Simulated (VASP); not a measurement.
Mg6FeNi:

```xyz
8
Lattice="4.7077 0.0000 0.0000 0.0000 2.9552 5.3716 0.0000 -2.9552 5.3716" Properties=species:S:1:pos:R:3 pbc="T T T"
Ni    0.0000    0.0000    2.0432
Fe    2.3538    0.0000    3.3649
Mg    0.0000    0.0000    7.1703
Mg    0.0000   -1.3974    4.3985
Mg    0.0000    1.3974    4.3985
Mg    2.3538    0.0000    8.9523
Mg    2.3538   -1.5507    6.3226
Mg    2.3538    1.5507    6.3226
```

The cell comes from a database or a generator and needn't be the stable form of this composition.

| Quantity | Value |
| --- | --- |
| Program | VASP 6.6.1 |
| Task | single point |
| Functional | PBE |
| Potentials or basis | VASP PAW PBE potentials, release 64 (Ni, Fe, Mg) |
| Cutoff | 520 eV |
| k mesh | 6 × 5 × 5 |
| Occupations | fermi-dirac, width 0.05 eV |
| Spin | collinear spin, ferromagnetic start |
| Starting moments | [1.0, 3.0, 0.0, 0.0, 0.0, 0.0, 0.0, 0.0] μB |

On this cell: pressure -0.1 GPa; largest force 0.064 eV/Å; net moment 2.96 μB per cell; site moments Ni +0.35; Fe +2.75; Mg +0.01, -0.01 μB; band gap on the k mesh none (metal or under the smearing width).

The same run follows on a disturbed copy (atoms moved at random, drawn with an rms of 0.05 Å):

```
CELL_PARAMETERS angstrom
4.70766 0.00000 0.00000
0.00000 2.95523 5.37163
0.00000 -2.95523 5.37163
ATOMIC_POSITIONS crystal
Ni 0.00617 0.20495 0.17766
Fe 0.50173 0.30874 0.31988
Mg 0.99976 0.67175 0.66485
Mg 0.00579 0.17049 0.64669
Mg 0.00371 0.64827 0.16996
Mg 0.50299 0.83073 0.83153
Mg 0.49728 0.32597 0.85544
Mg 0.50286 0.85406 0.32900
```

Problem. What changes?

Solution. The energy (extrapolated to zero smearing) moves by +2.8 meV/atom; pressure 0.0 GPa; largest force 0.213 eV/Å; net moment 2.95 μB per cell; site moments Ni +0.34; Fe +2.75; Mg +0.01, -0.01 μB; band gap on the k mesh none (metal or under the smearing width).

Forces in eV/Å, atoms in the order of the input:
```
Ni  -0.028 -0.168  0.034
Fe   0.023  0.125 -0.020
Mg   0.036 -0.038 -0.076
Mg  -0.092  0.103  0.157
Mg  -0.017 -0.061  0.126
Mg   0.003 -0.049  0.141
Mg   0.092  0.076 -0.149
Mg  -0.017  0.013 -0.212
```

Stress tensor (GPa, compression positive):
```
-0.04 -0.11 -0.03
-0.11  0.45 -0.10
-0.03 -0.10 -0.45
```
